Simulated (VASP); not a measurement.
**W (Tungsten) under strain**

Aim: follow the pressure of W (Tungsten) through compression, expansion and shear. All runs use r2SCAN. Left out of this account: at least 1 further run (fields: a reference on another mesh). The start is a cell from a database of measured crystal structures.

Program: VASP 6.6.1. Level of theory: r2SCAN; plane waves and PAW (W). Results are calculated unless marked as measured.

This is a report of a sequence of runs, with most program output left out.

The starting crystal is not the ambient structure of W (bcc); it is a model or a phase of other conditions.

## (1) Set-up

It takes space group Pm-3n (No. 223, cubic). Conventional cell: a = 5.083 Å, b = 5.083 Å, c = 5.083 Å, α = 90.00°, β = 90.00°, γ = 90.00°. W has 12 W at 2.84 Å nearest. Nearest to W lie 6 W at 2.54 to 2.84 Å.

As a file:

```
W
1.0
     5.08300    0.00000    0.00000
     0.00000    5.08300    0.00000
     0.00000    0.00000    5.08300
W
8
Cartesian
  0.0000 0.0000 0.0000
  2.5415 2.5415 2.5415
  0.0000 2.5415 1.2708
  0.0000 2.5415 3.8123
  1.2708 0.0000 2.5415
  3.8123 0.0000 2.5415
  2.5415 3.8123 0.0000
  2.5415 1.2708 0.0000
```

## (2) Bands, cell as listed

The mesh alone shows little of the dispersion and can miss band extrema, so KPOINTS_OPT adds a path through the symmetry points after the self-consistent cycle. r2SCAN adds the kinetic-energy density, costs more than a GGA and is run with LASPH.

File INCAR:

```
SYSTEM = W
PREC = Accurate
ENCUT = 400
EDIFF = 1E-06
NELM = 100
ISMEAR = -1
SIGMA = 0.05
LREAL = .FALSE.
ALGO = Normal
METAGGA = R2SCAN
LASPH = .TRUE.
NBANDS = 44
LORBIT = 11
LWAVE = .FALSE.
LCHARG = .FALSE.
KPAR = 8
```

File POSCAR:

```
W
1.0
    5.0830000000      0.0000000000      0.0000000000
    0.0000000000      5.0830000000      0.0000000000
    0.0000000000      0.0000000000      5.0830000000
W
8
Direct
    0.0000000000      0.0000000000      0.0000000000
    0.5000000000      0.5000000000      0.5000000000
    0.0000000000      0.5000000000      0.2500000000
    0.0000000000      0.5000000000      0.7500000000
    0.2500000000      0.0000000000      0.5000000000
    0.7500000000      0.0000000000      0.5000000000
    0.5000000000      0.7500000000      0.0000000000
    0.5000000000      0.2500000000      0.0000000000
```

File KPOINTS:

```
Automatic mesh
0
Gamma
6 6 6
0 0 0
```

File KPOINTS_OPT:

```
Line mode
12
Line-mode
Reciprocal
  0.00000000   0.00000000   0.00000000 GAMMA
  0.00000000   0.50000000   0.00000000 X

  0.00000000   0.50000000   0.00000000 X
  0.50000000   0.50000000   0.00000000 M

  0.50000000   0.50000000   0.00000000 M
  0.00000000   0.00000000   0.00000000 GAMMA

  0.00000000   0.00000000   0.00000000 GAMMA
  0.50000000   0.50000000   0.50000000 R

  0.50000000   0.50000000   0.50000000 R
  0.00000000   0.50000000   0.00000000 X

  0.50000000   0.50000000   0.00000000 M
  0.50000000   0.50000000   0.50000000 R
```

Potentials, in the order of the species: W (PBE family, release 64).

Launch:

```console
mpirun -np 8 vasp_std
```

The job ended after 2.4 min (8 MPI ranks of Intel Xeon Platinum 8488C (Sapphire Rapids), shared host; peak memory 2.4 GiB; 19 min of CPU time).

Spin-orbit coupling is off here; it can split and shift levels that hold much weight on W by tenths of an eV or more. The PAW data sets were made with PBE, which is usual practice but a small mismatch for other functionals. At this level the cell is under a tension of 9.1 GPa, so at these settings it is away from equilibrium. The data set W keeps the semicore shell frozen, which is cheaper and a little less accurate.

Numbers from this step:

- SCF cycles: 14
- electrons: 48
- bands: 44
- irreducible k-points: 20
- symmetry operations: 48
- free energy (TOTEN): -410.8225 eV
- energy at zero smearing: -410.8114 eV
- Fermi energy: 7.117 eV
- pressure: -9.123 GPa
- metallic, judged on the points sampled: yes

The electronic bands at the labelled points (eV, zero at the Fermi level; # counts the bands kept in this run):

```
          point    #21    #22    #23    #24    #25   #26   #27   #28
              Γ  -1.63  -1.63  -0.48  -0.48  -0.48  1.61  1.61  1.61
0.45 of the way  -1.45  -1.44  -0.62  -0.62   0.02  0.18  1.35  1.35
              X  -1.30  -1.30  -1.00  -1.00   0.58  0.58  0.67  0.67
0.55 of the way  -1.27  -1.09  -0.49  -0.39   0.23  0.27  0.45  0.88
              M  -1.26  -0.90  -0.90   0.17   0.17  0.17  0.43  0.85
0.55 of the way  -1.34  -1.23  -1.07  -0.76   0.48  0.71  1.09  1.12
              Γ  -1.63  -1.63  -0.48  -0.48  -0.48  1.61  1.61  1.61
0.45 of the way  -1.11  -1.11  -0.91  -0.91   0.88  0.88  0.88  1.38
              R  -1.60  -1.60  -1.60  -1.60   1.33  1.33  1.33  1.33
0.45 of the way  -1.34  -1.34  -0.48  -0.48   0.54  0.54  1.34  1.34
              X  -1.30  -1.30  -1.00  -1.00   0.58  0.58  0.67  0.67
      jump to M  -1.26  -0.90  -0.90   0.17   0.17  0.17  0.43  0.85
0.45 of the way  -1.37  -1.37  -1.31   0.33   0.34  0.71  1.06  1.06
              R  -1.60  -1.60  -1.60  -1.60   1.33  1.33  1.33  1.33
```

There is no gap at this level.

## (3) Bands, volume times 1.04

The cell is expanded evenly, with fractional positions held.

INCAR is that of step 2.

Changes to POSCAR since step 2:

```diff
@@ -2,5 +2,5 @@
 1.0
-    5.0830000000      0.0000000000      0.0000000000
-    0.0000000000      5.0830000000      0.0000000000
-    0.0000000000      0.0000000000      5.0830000000
+    5.1498892496      0.0000000000      0.0000000000
+    0.0000000000      5.1498892496      0.0000000000
+    0.0000000000      0.0000000000      5.1498892496
 W
```

KPOINTS is that of step 2.

KPOINTS_OPT is that of step 2.

Launch:

```console
mpirun -np 8 vasp_std
```

The job ended after 2.5 min (8 MPI ranks; peak memory 2.5 GiB).

Numbers from this step:

| Item | Value |
| --- | --- |
| SCF cycles | 16 |
| free energy (TOTEN) | -410.3498 eV |
| energy at zero smearing | -410.3403 eV |
| Fermi energy | 6.692 eV |
| pressure | -19.40 GPa |

Electronic bands along the path, in eV, zero at the Fermi level; # counts the bands kept in this run:

```csv
point,#21,#22,#23,#24,#25,#26,#27,#28
Γ,-1.54,-1.54,-0.42,-0.42,-0.42,1.54,1.54,1.54
0.45 of the way,-1.39,-1.37,-0.58,-0.58,0.05,0.18,1.31,1.31
X,-1.24,-1.24,-0.92,-0.92,0.59,0.59,0.62,0.62
0.45 of the way,-1.11,-1.11,-0.73,-0.14,0.08,0.27,0.72,0.76
M,-1.16,-0.80,-0.80,0.16,0.16,0.16,0.40,0.76
0.45 of the way,-1.28,-1.27,-0.86,-0.61,0.44,0.59,0.77,1.20
Γ,-1.54,-1.54,-0.42,-0.42,-0.42,1.54,1.54,1.54
0.55 of the way,-1.17,-1.17,-0.76,-0.76,0.78,0.78,1.11,1.34
R,-1.58,-1.58,-1.58,-1.58,1.28,1.28,1.28,1.28
0.55 of the way,-1.14,-1.14,-0.52,-0.52,0.51,0.51,1.13,1.13
X,-1.24,-1.24,-0.92,-0.92,0.59,0.59,0.62,0.62
jump to M,-1.16,-0.80,-0.80,0.16,0.16,0.16,0.40,0.76
0.55 of the way,-1.40,-1.40,-1.33,0.04,0.42,0.68,1.25,1.25
R,-1.58,-1.58,-1.58,-1.58,1.28,1.28,1.28,1.28
```

 The pressure is -19.40 GPa.

For the pressure, step 2 gave -9.12 GPa; this run, with cell volume +4.0 %, gives -19.4 GPa.

## (4) Bands, volume times 1.08

INCAR is that of step 3.

Changes to POSCAR since step 3:

```diff
@@ -2,5 +2,5 @@
 1.0
-    5.1498892496      0.0000000000      0.0000000000
-    0.0000000000      5.1498892496      0.0000000000
-    0.0000000000      0.0000000000      5.1498892496
+    5.2150846422      0.0000000000      0.0000000000
+    0.0000000000      5.2150846422      0.0000000000
+    0.0000000000      0.0000000000      5.2150846422
 W
```

KPOINTS is that of step 3.

KPOINTS_OPT is that of step 3.

Launch:

```console
mpirun -np 8 vasp_std
```

Wall time 2.5 min (8 MPI ranks); peak memory 2.5 GiB; 20 min of CPU time.

This step gave:

| Quantity | Value |
| --- | --- |
| SCF cycles | 15 |
| free energy (TOTEN) | -409.5734 eV |
| energy at zero smearing | -409.5652 eV |
| Fermi energy | 6.291 eV |
| pressure | -27.71 GPa |

The electronic bands at the labelled points (eV, zero at the Fermi level; # counts the bands kept in this run):

| point | #21 | #22 | #23 | #24 | #25 | #26 | #27 | #28 |
| --- | --- | --- | --- | --- | --- | --- | --- | --- |
| Γ | -1.46 | -1.46 | -0.37 | -0.37 | -0.37 | 1.48 | 1.48 | 1.48 |
| 0.45 of the way | -1.33 | -1.29 | -0.53 | -0.53 | 0.09 | 0.20 | 1.27 | 1.27 |
| X | -1.16 | -1.16 | -0.83 | -0.83 | 0.59 | 0.59 | 0.60 | 0.60 |
| 0.55 of the way | -1.06 | -0.96 | -0.46 | -0.25 | 0.17 | 0.24 | 0.49 | 0.82 |
| M | -1.06 | -0.71 | -0.71 | 0.15 | 0.15 | 0.15 | 0.38 | 0.69 |
| 0.45 of the way | -1.21 | -1.19 | -0.84 | -0.58 | 0.46 | 0.59 | 0.78 | 1.15 |
| Γ | -1.46 | -1.46 | -0.37 | -0.37 | -0.37 | 1.48 | 1.48 | 1.48 |
| 0.45 of the way | -1.01 | -1.01 | -0.85 | -0.85 | 0.84 | 0.84 | 0.85 | 1.30 |
| R | -1.55 | -1.55 | -1.55 | -1.55 | 1.24 | 1.24 | 1.24 | 1.24 |
| 0.45 of the way | -1.17 | -1.17 | -0.52 | -0.52 | 0.53 | 0.53 | 1.26 | 1.26 |
| X | -1.16 | -1.16 | -0.83 | -0.83 | 0.59 | 0.59 | 0.60 | 0.60 |
| jump to M | -1.06 | -0.71 | -0.71 | 0.15 | 0.15 | 0.15 | 0.38 | 0.69 |
| 0.45 of the way | -1.24 | -1.24 | -1.24 | 0.20 | 0.31 | 0.72 | 1.00 | 1.00 |
| R | -1.55 | -1.55 | -1.55 | -1.55 | 1.24 | 1.24 | 1.24 | 1.24 |

 The pressure is -27.71 GPa.

Between step 2 and this run (cell volume +8.0 %) the value for the pressure moves from -9.12 GPa to -27.7 GPa.

## (5) Bands, sheared, principal strains -2.2, +0.8, +1.5 %

The first cell is sheared at its own volume, which lowers its symmetry.

INCAR is that of step 4.

Changes to POSCAR since step 4:

```diff
@@ -2,5 +2,5 @@
 1.0
-    5.2150846422      0.0000000000      0.0000000000
-    0.0000000000      5.2150846422      0.0000000000
-    0.0000000000      0.0000000000      5.2150846422
+    5.0126520000     -0.0012820000      0.0793390000
+   -0.0012820000      5.1221860000      0.0032850000
+    0.0793390000      0.0032850000      5.1161610000
 W
```

KPOINTS is that of step 4.

File KPOINTS_OPT:

```
Line mode
12
Line-mode
Reciprocal
 -0.50000000   0.00000000   0.00000000 X
  0.00000000   0.00000000   0.00000000 GAMMA

  0.00000000   0.00000000   0.00000000 GAMMA
  0.00000000   0.50000000   0.00000000 Y

 -0.50000000   0.50000000   0.00000000 L
  0.00000000   0.00000000   0.00000000 GAMMA

  0.00000000   0.00000000   0.00000000 GAMMA
  0.00000000  -0.50000000  -0.50000000 Z

 -0.50000000  -0.50000000  -0.50000000 N
  0.00000000   0.00000000   0.00000000 GAMMA

  0.00000000   0.00000000   0.00000000 GAMMA
  0.00000000   0.00000000  -0.50000000 M

 -0.50000000   0.00000000  -0.50000000 R
  0.00000000   0.00000000   0.00000000 GAMMA
```

Launch:

```console
mpirun -np 8 vasp_std
```

Elapsed: 5.3 min, on 8 MPI ranks; peak memory 5 GiB.

The path and its labels are those of the sheared lattice, so a letter need not mean the same point as in the unstrained cell.

Numbers from this step:

* irreducible k-points: 112
* symmetry operations: 2
* free energy (TOTEN): -410.7304 eV
* energy at zero smearing: -410.7195 eV
* Fermi energy: 7.112 eV
* pressure: -8.933 GPa

The electronic bands at the labelled points (eV, zero at the Fermi level; # counts the bands kept in this run):

```
          point    #22    #23    #24    #25   #26   #27   #28   #29
              X  -1.23  -0.96  -0.96   0.49  0.51  0.60  0.61  1.27
0.55 of the way  -1.39  -0.64  -0.60   0.07  0.12  1.38  1.39  1.58
              Γ  -1.58  -0.54  -0.44  -0.42  1.54  1.55  1.58  1.63
0.45 of the way  -1.34  -0.72  -0.52   0.01  0.20  1.29  1.37  1.68
              Y  -1.20  -1.00  -0.95   0.61  0.63  0.65  0.77  1.09
      jump to L  -0.91  -0.87   0.11   0.15  0.16  0.41  0.83  1.08
0.45 of the way  -1.34  -0.86  -0.66   0.48  0.61  0.85  1.24  1.39
              Γ  -1.58  -0.54  -0.44  -0.42  1.54  1.55  1.58  1.63
0.45 of the way  -1.18  -1.09  -0.69   0.38  0.68  1.01  1.11  1.48
              Z  -0.92  -0.91   0.24   0.28  0.30  0.50  0.93  1.04
      jump to N  -1.59  -1.49  -1.48   1.27  1.27  1.34  1.35  1.36
0.45 of the way  -1.21  -0.84  -0.69   0.78  0.85  1.14  1.38  1.86
              Γ  -1.58  -0.54  -0.44  -0.42  1.54  1.55  1.58  1.63
0.55 of the way  -1.24  -0.71  -0.63   0.00  0.17  1.15  1.18  1.62
              M  -1.17  -1.01  -0.94   0.59  0.59  0.67  0.79  1.06
      jump to R  -0.93  -0.85   0.06   0.15  0.17  0.39  0.82  1.09
0.45 of the way  -1.30  -0.77  -0.64   0.43  0.54  0.76  1.25  1.39
              Γ  -1.58  -0.54  -0.44  -0.42  1.54  1.55  1.58  1.63
```

Force by atom:

```
atom  x (eV/Å)  y (eV/Å)  z (eV/Å)    size
  W1    0.0000    0.0000    0.0000  0.0000
  W2    0.0000    0.0000    0.0000  0.0000
  W3   -0.0742    0.0031   -0.0079  0.0747
  W4    0.0742   -0.0031    0.0079  0.0747
  W5    0.0000    0.0013    0.0690  0.0690
  W6    0.0000   -0.0013   -0.0690  0.0690
  W7    0.0013    0.0019    0.0030  0.0038
  W8   -0.0013   -0.0019   -0.0030  0.0038
```

 The pressure is -8.93 GPa, and the symmetry operations fall from 48 to 2.

## (6) Bands, volume times 0.96

The cell is compressed evenly, with fractional positions held.

INCAR is that of step 5.

Changes to POSCAR since step 5:

```diff
@@ -2,5 +2,5 @@
 1.0
-    5.0126520000     -0.0012820000      0.0793390000
-   -0.0012820000      5.1221860000      0.0032850000
-    0.0793390000      0.0032850000      5.1161610000
+    5.0143023895      0.0000000000      0.0000000000
+    0.0000000000      5.0143023895      0.0000000000
+    0.0000000000      0.0000000000      5.0143023895
 W
```

KPOINTS is that of step 5.

File KPOINTS_OPT:

```
Line mode
12
Line-mode
Reciprocal
  0.00000000   0.00000000   0.00000000 GAMMA
  0.00000000   0.50000000   0.00000000 X

  0.00000000   0.50000000   0.00000000 X
  0.50000000   0.50000000   0.00000000 M

  0.50000000   0.50000000   0.00000000 M
  0.00000000   0.00000000   0.00000000 GAMMA

  0.00000000   0.00000000   0.00000000 GAMMA
  0.50000000   0.50000000   0.50000000 R

  0.50000000   0.50000000   0.50000000 R
  0.00000000   0.50000000   0.00000000 X

  0.50000000   0.50000000   0.00000000 M
  0.50000000   0.50000000   0.50000000 R
```

Launch:

```console
mpirun -np 8 vasp_std
```

Wall time 2.5 min (8 MPI ranks); peak memory 2.4 GiB; 20 min of CPU time.

Numbers from this step:

* SCF cycles: 14
* irreducible k-points: 20
* symmetry operations: 48
* free energy (TOTEN): -410.9203 eV
* energy at zero smearing: -410.9091 eV
* Fermi energy: 7.561 eV
* pressure: 3.560 GPa

Electronic bands along the path, in eV, zero at the Fermi level; # counts the bands kept in this run:

```csv
point,#21,#22,#23,#24,#25,#26,#27,#28
Γ,-1.71,-1.71,-0.54,-0.54,-0.54,1.69,1.69,1.69
0.45 of the way,-1.52,-1.47,-0.66,-0.66,-0.02,0.18,1.40,1.40
X,-1.31,-1.31,-1.07,-1.07,0.58,0.58,0.73,0.73
0.45 of the way,-1.31,-1.24,-0.77,-0.26,0.14,0.33,0.72,0.85
M,-1.37,-1.01,-1.01,0.19,0.19,0.20,0.48,0.96
0.45 of the way,-1.50,-1.40,-0.89,-0.65,0.41,0.61,0.78,1.33
Γ,-1.71,-1.71,-0.54,-0.54,-0.54,1.69,1.69,1.69
0.45 of the way,-1.16,-1.16,-0.92,-0.92,0.91,0.91,0.91,1.43
R,-1.60,-1.60,-1.60,-1.60,1.39,1.39,1.39,1.39
0.45 of the way,-1.42,-1.42,-0.43,-0.43,0.56,0.56,1.40,1.40
X,-1.31,-1.31,-1.07,-1.07,0.58,0.58,0.73,0.73
jump to M,-1.37,-1.01,-1.01,0.19,0.19,0.20,0.48,0.96
0.45 of the way,-1.41,-1.41,-1.32,0.37,0.43,0.72,1.10,1.10
R,-1.60,-1.60,-1.60,-1.60,1.39,1.39,1.39,1.39
```

 The pressure is 3.56 GPa.

For the pressure, step 2 gave -9.12 GPa; this run, with cell volume -4.0 %, gives 3.56 GPa.

## (7) Bands, volume times 0.92

The cell is scaled evenly once more. A prediction first. A least-squares parabola for the 4 pressures of evenly scaled cells so far, P = -9.10 -286.2 t +578 t² GPa with t = ln(V/V₁) and V₁ the volume at scale 1, gives 18.79 GPa at t = -0.0834.

INCAR is that of step 6.

Changes to POSCAR since step 6:

```diff
@@ -2,5 +2,5 @@
 1.0
-    5.0143023895      0.0000000000      0.0000000000
-    0.0000000000      5.0143023895      0.0000000000
-    0.0000000000      0.0000000000      5.0143023895
+    4.9436690037      0.0000000000      0.0000000000
+    0.0000000000      4.9436690037      0.0000000000
+    0.0000000000      0.0000000000      4.9436690037
 W
```

KPOINTS is that of step 6.

KPOINTS_OPT is that of step 6.

Launch:

```console
mpirun -np 8 vasp_std
```

The job ended after 87 s (8 MPI ranks; peak memory 2.1 GiB).

This step gave:

```
free energy (TOTEN)     : -410.5544 eV
energy at zero smearing : -410.5442 eV
Fermi energy            : 8.023 eV
pressure                : 19.26 GPa
```

Electronic bands along the path, in eV, zero at the Fermi level; # counts the bands kept in this run:

```csv
point,#21,#22,#23,#24,#25,#26,#27,#28
Γ,-1.79,-1.79,-0.58,-0.58,-0.58,1.80,1.80,1.80
0.45 of the way,-1.58,-1.48,-0.68,-0.68,-0.04,0.19,1.47,1.47
X,-1.33,-1.33,-1.09,-1.09,0.58,0.58,0.82,0.82
0.55 of the way,-1.47,-1.20,-0.52,-0.51,0.37,0.38,0.42,1.02
M,-1.48,-1.11,-1.11,0.23,0.23,0.24,0.55,1.11
0.45 of the way,-1.61,-1.44,-0.90,-0.64,0.41,0.63,0.80,1.43
Γ,-1.79,-1.79,-0.58,-0.58,-0.58,1.80,1.80,1.80
0.45 of the way,-1.20,-1.20,-0.91,-0.91,0.96,0.97,0.97,1.50
R,-1.57,-1.57,-1.57,-1.57,1.47,1.47,1.47,1.47
0.45 of the way,-1.49,-1.49,-0.35,-0.35,0.59,0.59,1.48,1.48
X,-1.33,-1.33,-1.09,-1.09,0.58,0.58,0.82,0.82
jump to M,-1.48,-1.11,-1.11,0.23,0.23,0.24,0.55,1.11
0.55 of the way,-1.48,-1.48,-1.30,0.32,0.52,0.69,1.43,1.43
R,-1.57,-1.57,-1.57,-1.57,1.47,1.47,1.47,1.47
```

 The pressure is 19.26 GPa. The parabola predicted 18.79 GPa, -0.48 GPa off.

## (8) Bands, atoms displaced by up to 0.06 Å

In the first cell the atoms are moved off their sites at random; since the same shifts repeat in every cell, this is a frozen displacement of whole sublattices.

INCAR is that of step 7.

File POSCAR:

```
W
1.0
    5.0830000000      0.0000000000      0.0000000000
    0.0000000000      5.0830000000      0.0000000000
    0.0000000000      0.0000000000      5.0830000000
W
8
Direct
   -0.0047470000      0.0015990000      0.0050130000
    0.5061940000      0.5010260000      0.4903670000
    0.0095390000      0.4954150000      0.2507750000
   -0.0032290000      0.4965280000      0.7510970000
    0.2475790000     -0.0013240000      0.5057290000
    0.7529180000     -0.0008130000      0.4953770000
    0.5018490000      0.7479690000      0.0025990000
    0.5044210000      0.2553550000      0.0066280000
```

KPOINTS is that of step 7.

KPOINTS_OPT is that of step 7.

Launch:

```console
mpirun -np 8 vasp_std
```

Run time: 5.2 min. Hardware: 8 MPI ranks; peak memory 5.1 GiB; 41 min of CPU time.

Numbers from this step:

- SCF cycles: 15
- irreducible k-points: 112
- symmetry operations: 1
- free energy (TOTEN): -410.7157 eV
- energy at zero smearing: -410.7040 eV
- Fermi energy: 7.103 eV
- pressure: -8.697 GPa

The electronic bands at the labelled points (eV, zero at the Fermi level; # counts the bands kept in this run):

| point | #21 | #22 | #23 | #24 | #25 | #26 | #27 | #28 |
| --- | --- | --- | --- | --- | --- | --- | --- | --- |
| Γ | -1.61 | -1.59 | -0.50 | -0.48 | -0.44 | 1.51 | 1.57 | 1.60 |
| 0.45 of the way | -1.44 | -1.42 | -0.65 | -0.57 | 0.03 | 0.19 | 1.36 | 1.39 |
| X | -1.26 | -1.21 | -1.09 | -0.85 | 0.48 | 0.64 | 0.67 | 0.83 |
| 0.55 of the way | -1.21 | -0.99 | -0.56 | -0.41 | 0.17 | 0.37 | 0.48 | 0.78 |
| M | -1.21 | -0.95 | -0.92 | 0.09 | 0.13 | 0.30 | 0.58 | 0.84 |
| 0.55 of the way | -1.34 | -1.19 | -1.06 | -0.72 | 0.47 | 0.66 | 1.02 | 1.17 |
| Γ | -1.61 | -1.59 | -0.50 | -0.48 | -0.44 | 1.51 | 1.57 | 1.60 |
| 0.45 of the way | -1.13 | -1.09 | -0.90 | -0.87 | 0.77 | 0.89 | 1.00 | 1.39 |
| R | -1.61 | -1.55 | -1.51 | -1.48 | 1.16 | 1.23 | 1.27 | 1.39 |
| 0.45 of the way | -1.38 | -1.26 | -0.46 | -0.44 | 0.52 | 0.55 | 1.23 | 1.49 |
| X | -1.26 | -1.21 | -1.09 | -0.85 | 0.48 | 0.64 | 0.67 | 0.83 |
| jump to M | -1.21 | -0.95 | -0.92 | 0.09 | 0.13 | 0.30 | 0.58 | 0.84 |
| 0.45 of the way | -1.40 | -1.39 | -1.24 | 0.33 | 0.47 | 0.59 | 0.96 | 1.00 |
| R | -1.61 | -1.55 | -1.51 | -1.48 | 1.16 | 1.23 | 1.27 | 1.39 |

Force by atom:

| atom | x (eV/Å) | y (eV/Å) | z (eV/Å) | size |
| --- | --- | --- | --- | --- |
| W1 | 0.65 | -0.33 | -0.41 | 0.84 |
| W2 | -0.34 | -0.14 | 1.13 | 1.19 |
| W3 | -0.35 | 0.32 | 0.01 | 0.48 |
| W4 | 0.39 | 0.23 | -0.07 | 0.46 |
| W5 | 0.46 | 0.01 | -0.10 | 0.47 |
| W6 | -0.40 | -0.01 | 0.44 | 0.60 |
| W7 | -0.12 | 0.58 | -0.39 | 0.71 |
| W8 | -0.28 | -0.67 | -0.62 | 0.95 |

 The pressure is -8.70 GPa, and the symmetry operations fall from 48 to 1.

## (9) The runs together

```
                                         cell   mesh  pressure (GPa)  gap (eV)
                               cell as listed  6×6×6           -9.12      none
                            volume times 1.04  6×6×6          -19.40      none
                            volume times 1.08  6×6×6          -27.71      none
sheared, principal strains -2.2, +0.8, +1.5 %  6×6×6           -8.93      none
                            volume times 0.96  6×6×6            3.56      none
                            volume times 0.92  6×6×6           19.26      none
              atoms displaced by up to 0.06 Å  6×6×6           -8.70      none
```

## (10) Outcome

```yaml
pressure_cell_as_listed: -9.12 GPa
pressure_volume_times_1p04: -19.4 GPa
pressure_volume_times_1p08: -27.7 GPa
pressure_sheared_principal_strains_minus_2p2_plus_0p8_plus_1p5: -8.93 GPa
pressure_volume_times_0p96: 3.56 GPa
pressure_volume_times_0p92: 19.3 GPa
pressure_atoms_displaced_by_up_to_0p06_a: -8.70 GPa
bulk_modulus_at_the_listed_volume_shape_and_positions_held: 288 GPa
```

**Reading.** The slope of pressure against ln V at the listed volume gives a bulk modulus of 288 GPa at fixed shape and positions (not that of equilibrium, since the cell bears -9.1 GPa there). Spin-orbit coupling is left out, and with elements this heavy it would split and shift bands near the Fermi level.

[Lines on the potential files, build, host, timing and source positions are cut from VASP's logs without a mark.]

[Logs are printed without paths, hosts, clocks, repeated set-up lines and the standing remarks that a program may print on its own settings, such as how far it seeks lower states.]

[Hosts, paths, dates, database ids (printed as entryN), source tags and the programs' standing remarks are cut or masked in the printed files.]

[A measured line is paired with the nearest computed mode of its activity, which favours agreement.]

[In band tables of VASP the shares of atoms and orbitals are scaled to a sum of 1 inside the atoms' spheres.]
